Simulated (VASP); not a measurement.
Given:

```
CELL_PARAMETERS angstrom
      1.58406    -2.74367     0.00000
      1.58406     2.74367     0.00000
      0.00000     0.00000    12.40951
ATOMIC_POSITIONS crystal
  W  0.33333 0.66667 0.25000
  W  0.66667 0.33333 0.75000
  S  0.33333 0.66667 0.87720
  S  0.66667 0.33333 0.37720
  S  0.66667 0.33333 0.12280
  S  0.33333 0.66667 0.62280
```

All values below come from optB86b-vdW, VASP's PBE PAW potentials (set 64) (plane waves; VASP 6.6.1). Settings: 520 eV cut-off, Gaussian smearing of 0.050 eV, potentials W_sv S.

Unless said otherwise, spin-orbit coupling is left out, though it shifts the bands of the heavy elements here.

Give the energies of bands 17 to 30 at the high-symmetry points, in eV from the valence-band maximum.

```
band      Γ      M      K      A      L      H
----  -----  -----  -----  -----  -----  -----
17    -3.39  -5.36  -5.20  -3.38  -4.96  -5.07
18    -3.37  -4.70  -4.96  -3.38  -4.96  -5.07
19    -3.37  -4.00  -4.46  -2.84  -3.96  -4.66
20    -2.18  -3.92  -4.46  -2.84  -3.96  -4.66
21    -2.18  -2.91  -4.04  -2.15  -2.83  -3.70
22    -2.13  -2.71  -4.04  -2.15  -2.83  -3.70
23    -2.13  -1.91  -2.89  -2.15  -1.81  -3.06
24    -1.50  -1.72  -2.89  -2.15  -1.81  -3.06
25    -1.17  -1.64  -0.71  -0.31  -1.54  -0.62
26     0.00  -1.47  -0.52  -0.31  -1.54  -0.62
27     2.31   2.28   1.30   2.31   2.30   1.30
28     2.32   2.32   1.30   2.31   2.30   1.30
29     2.33   2.57   2.07   2.31   2.73   2.59
30     2.34   2.85   3.26   2.34   2.73   2.59
```

The gap is indirect, 1.00 eV, from the valence maximum at Γ to the conduction minimum at K-Γ at 0.44.

The compound is WS2 in the 2H layered structure. It was relaxed first.
